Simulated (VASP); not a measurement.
```
CoTi
1.0
    2.90990     0.00000     0.00000
    0.00000     2.90990     0.00000
    0.00000     0.00000     2.90990
Ti Co
1 1
Direct
  0.00000   0.00000   0.00000
  0.50000   0.50000   0.50000
```

Computed with revTPSS meta-GGA, VASP's PBE PAW potentials (set 64) (plane waves; VASP 6.6.1). Run with 520 eV cut-off, 12×12×12 Γ-centred mesh, first-order Methfessel-Paxton smearing of 0.10 eV, potentials Ti_sv Co.

Task: Predict the energy per atom (σ→0), pressure, band gap (on the k-mesh) with the smallest direct gap where there is one.

Result: 
The band gap (on the k-mesh) is none (metal, semimetal or under 0.01 eV) and the energy per atom (σ→0) is -6.064 eV/atom. The pressure is 62.8 kbar.

The compound is TiCo in the CsCl type structure. This cell is one point of a volume scan, at 0.97 of the reference volume. The run is not spin-polarised, so no magnetic state was tried. The electron count is odd and the run is not spin-polarised, which forces a metal.
